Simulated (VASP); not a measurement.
Computed with r2SCAN meta-GGA, VASP's PBE PAW potentials (set 64) (plane waves; VASP).

VASP input:

File POSCAR:
```
Tl atom
1.0
 12.0000000000   0.0000000000   0.0000000000
  0.0000000000  12.5000000000   0.0000000000
  0.0000000000   0.0000000000  13.0000000000
Tl
1
Cartesian
  0.0000000000   0.0000000000   0.0000000000
```

**KPOINTS**
```
Automatic mesh
0
Gamma
1 1 1
0 0 0
```

INCAR:
```
# general
SYSTEM  = Tl atom
PREC    = Normal
ENCUT   = 520   # plane-wave cut-off (eV)
LREAL   = .FALSE.   # projection in real space or not
LASPH   = .TRUE.   # aspherical one-centre terms
ISYM    = 0

# electronic loop
EDIFF   = 1E-6   # SCF stop (eV)
NELM    = 200   # most electronic steps
ALGO    = All   # all-band CG
LMAXMIX = 4   # l cut-off of mixed one-centre charges
LMIXTAU = .TRUE.

# smearing
ISMEAR  = 0
SIGMA   = 0.01

# functional
METAGGA = R2SCAN

# spin
ISPIN   = 2
MAGMOM  = 1
NUPDOWN = 1

# output
LWAVE   = .FALSE.
LCHARG  = .FALSE.
LORBIT  = 10
```

POTCAR, in this order: Tl_d (PBE.64 set). Program: vasp_gam. Read from the step before: WAVECAR.

The run wrote:

OUTCAR:
```
 ion  position               nearest neighbor table
   1  0.000  0.000  0.000-
 Subroutine IBZKPT returns following result:
 Found      1 irreducible k-points:

 Following reciprocal coordinates:
            Coordinates               Weight
  0.000000  0.000000  0.000000      1.000000
   k-points           NKPTS =      1   k-points in BZ     NKDIM =      1   number of bands    NBANDS=     11
   number of dos      NEDOS =    301   number of ions     NIONS =      1
   total plane-waves  NPLWV = 392000
   dimension x,y,z NGX =    70 NGY =   70 NGZ =   80
   dimension x,y,z NGXF=   140 NGYF=  140 NGZF=  160
   ions per type =               1
   PREC   = normal    normal or accurate (medium, high low for compatibility)
   ISTART =      1    job   : 0-new  1-cont  2-samecut
   ICHARG =      0    charge: 1-file 2-atom 10-const
   ISPIN  =      2    spin polarized calculation?
   LNONCOLLINEAR =      F non collinear calculations
   LSORBIT =      F    spin-orbit coupling
   INIWAV =      1    electr: 0-lowe 1-rand  2-diag
   ENCUT  =  520.0 eV  38.22 Ry    6.18 a.u.  22.31 23.24 24.17*2*pi/ulx,y,z
   NELM   =    200;   NELMIN=  2; NELMDL=  0     # of ELM steps
   EDIFF  = 0.1E-05   stopping-criterion for ELM
   LREAL  =      F    real-space projection
   NLSPLINE    = F    spline interpolate recip. space projectors
   LMAXMIX     =    4 max onsite mixed and CHGCAR
   VOSKOWN=      0    Vosko Wilk Nusair interpolation
   EDIFFG = 0.1E-04   stopping-criterion for IOM
   NSW    =      0    number of steps for IOM
   NBLOCK =      1;   KBLOCK =      1    inner block; outer block
   IBRION =     -1    ionic relax: 0-MD 1-quasi-New 2-CG
   NFREE  =      0    steps in history (QN), initial steepest desc. (CG)
   ISIF   =      2    stress and relaxation
   ISYM   =      0    0-nonsym 1-usesym 2-fastsym
   TEIN   =    0.0    initial temperature
   TEBEG  =    0.0;   TEEND  =   0.0 temperature during run
   SMASS  =  -3.00    Nose mass-parameter (am)
   PSTRESS=    0.0 pullay stress
   NELECT =      13.0000    total number of electrons
   EFERMI =   0.00;   METHOD = LEGACY
   ISMEAR =     0;   SIGMA  =   0.01  broadening in eV -4-tet -1-fermi 0-gaus
   IALGO  =     58    algorithm
   LDIAG  =      T    sub-space diagonalisation (order eigenvalues)
   IMIX   =      4    mixing-type and parameters
     AMIX     =   0.40;   BMIX     =  1.00
     AMIX_MAG =   1.60;   BMIX_MAG =  1.00
     AMIN     =   0.10
   METAGGA = R2SCAN    functional components
   VOSKOWN =     0    Vosko Wilk Nusair interpolation
   LHFCALC =     F    Hartree Fock is set to
   LHFONE  =     F    Hartree Fock one center treatment
   AEXX    =    0.0000 exact exchange contribution
   IVDW    =     0    specifies the selected vdW correction
   LEPSILON=     F    determine dielectric tensor
   LRPA    =     F    only Hartree local field effects (RPA)
  energy-cutoff  :      520.00
  volume of cell :     1950.00
      direct lattice vectors                 reciprocal lattice vectors
    12.000000000  0.000000000  0.000000000     0.083333333  0.000000000  0.000000000
     0.000000000 12.500000000  0.000000000     0.000000000  0.080000000  0.000000000
     0.000000000  0.000000000 13.000000000     0.000000000  0.000000000  0.076923077
 k-point     1 :   0.0000 0.0000 0.0000  plane waves:   26244
 maximum number of plane-waves:     26244
```

File OSZICAR:
```
       N       E                     dE             d eps       ncg     rms           ort
SDA:   1    -0.510754412717E+02   -0.51075E+02    0.00000E+00    11   0.692E-01   0.000E+00
CGA:   2    -0.510916269843E+02   -0.16186E-01   -0.16185E-01    11   0.150E-01   0.813E-04
CGA:   3    -0.510954620127E+02   -0.38350E-02   -0.38351E-02    11   0.382E-02   0.380E-04
CGA:   4    -0.510966856582E+02   -0.12236E-02   -0.12202E-02    11   0.821E-03   0.183E-04
CGA:   5    -0.510969395828E+02   -0.25392E-03   -0.25356E-03    11   0.162E-03  -0.265E-05
CGA:   6    -0.510969905079E+02   -0.50925E-04   -0.50897E-04    11   0.346E-04  -0.105E-05
CGA:   7    -0.510970020518E+02   -0.11544E-04   -0.11446E-04    11   0.814E-05  -0.387E-06
CGA:   8    -0.510970054921E+02   -0.34402E-05   -0.32856E-05    11   0.248E-05  -0.103E-05
CGA:   9    -0.510970060540E+02   -0.56197E-06   -0.56508E-06    11   0.533E-06   0.413E-06
   1 F= -.51097006E+02 E0= -.51097006E+02  d E =-.568446E-12  mag=     1.0000
```

OUTCAR:
```
------------------------ aborting loop because EDIFF is reached ----------------------------------------
  FORCE on cell =-STRESS in cart. coord.  units (eV):
  Direction    XX          YY          ZZ          XY          YZ          ZX
  --------------------------------------------------------------------------------------
  Total       -0.0094766     -0.0159335     -0.0011487     -0.0000048     -0.0000086     -0.0000058
  in kB       -0.0077863     -0.0130915     -0.0009438     -0.0000039     -0.0000071     -0.0000048
  external PRESSURE =      -0.0072738 kB  Pullay stress =       0.0000000 kB
  volume of cell :     1950.00
      direct lattice vectors                 reciprocal lattice vectors
    12.000000000  0.000000000  0.000000000     0.083333333  0.000000000  0.000000000
     0.000000000 12.500000000  0.000000000     0.000000000  0.080000000  0.000000000
     0.000000000  0.000000000 13.000000000     0.000000000  0.000000000  0.076923077
 POSITION                                       TOTAL-FORCE (eV/Angst)
 -----------------------------------------------------------------------------------
      0.00000      0.00000      0.00000         0.000000     -0.000000     -0.000000
 -----------------------------------------------------------------------------------
    total drift:                                0.000000     -0.000000     -0.000000
  FREE ENERGIE OF THE ION-ELECTRON SYSTEM (eV)
  ---------------------------------------------------
  free  energy   TOTEN  =       -51.0970060540 eV

  energy  without entropy=      -51.0970060540  energy(sigma->0) =      -51.09700605

 total charge

# of ion       s       p       d       tot
------------------------------------------
    1        1.252   0.237   9.631  11.120

 magnetization (x)

# of ion       s       p       d       tot
------------------------------------------
    1       -0.020   0.237  -0.012   0.205
```
(Selected blocks of OUTCAR.)

The atom may not be in its lowest state.

The cell is a free atom in a box.
